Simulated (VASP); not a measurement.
A VASP calculation is set up with these files.

**INCAR**
```
SYSTEM = HgSe
PREC = Accurate
ENCUT = 400
EDIFF = 1E-6
NELM = 100
ALGO = VeryFast
LREAL = .FALSE.
LASPH = .TRUE.
ISMEAR = 0
SIGMA = 0.05
GGA = PE
LMAXMIX = 6
LWAVE = .FALSE.
LCHARG = .FALSE.
ISIF = 2
```

**KPOINTS**
```
Regular mesh
0
G
7 7 7
```

**POSCAR**
```
HgSe
4.2992090
  0.0000000000   0.7071068190   0.7071068190
  0.7071068190   0.0000000000   0.7071068190
  0.7071068190   0.7071068190   0.0000000000
Hg Se
1 1
Cartesian
  0.0000000000   0.0000000000   0.0000000000
  0.3535534095   0.3535534095   0.3535534095
```

POTCAR, in this order: Hg Se (PBE.64 set). Program: vasp_std.

Task: Translate this PBE calculation to Quantum ESPRESSO's pw.x.

Result: One equivalent input (not run):
```
&CONTROL
  calculation = 'scf'
  pseudo_dir = './pseudo'
  outdir = './out'
  tprnfor = .true.
  tstress = .true.
/
&SYSTEM
  ibrav = 0
  nat = 2
  ntyp = 2
  ecutwfc = 86
  occupations = 'smearing'
  smearing = 'gaussian'
  degauss = 0.003675
  input_dft = 'pbe'
/
&ELECTRONS
  conv_thr = 7.3e-08
  electron_maxstep = 100
/
ATOMIC_SPECIES
  Hg 200.592 Hg.upf
  Se 78.971 Se.upf
CELL_PARAMETERS angstrom
     0.0000000    3.0400000    3.0400000
     3.0400000    0.0000000    3.0400000
     3.0400000    3.0400000    0.0000000
ATOMIC_POSITIONS crystal
  Hg   0.0000000  0.0000000  0.0000000
  Se   0.2500000  0.2500000  0.2500000
K_POINTS automatic
  7 7 7 0 0 0
```
Limits of the translation: the potentials are each code's own (VASP's PAW set, PseudoDojo norm-conserving files in pw.x), so ENCUT and ecutwfc are chosen apart and not converted; conv_thr bounds pw.x's estimated SCF error, while EDIFF bounds the energy change between steps.

The compound is HgSe in the zinc blende structure. The cell was not relaxed at this level. The run is one of a series of settings (ALGO = VeryFast against the base run), some of them coarse on purpose.
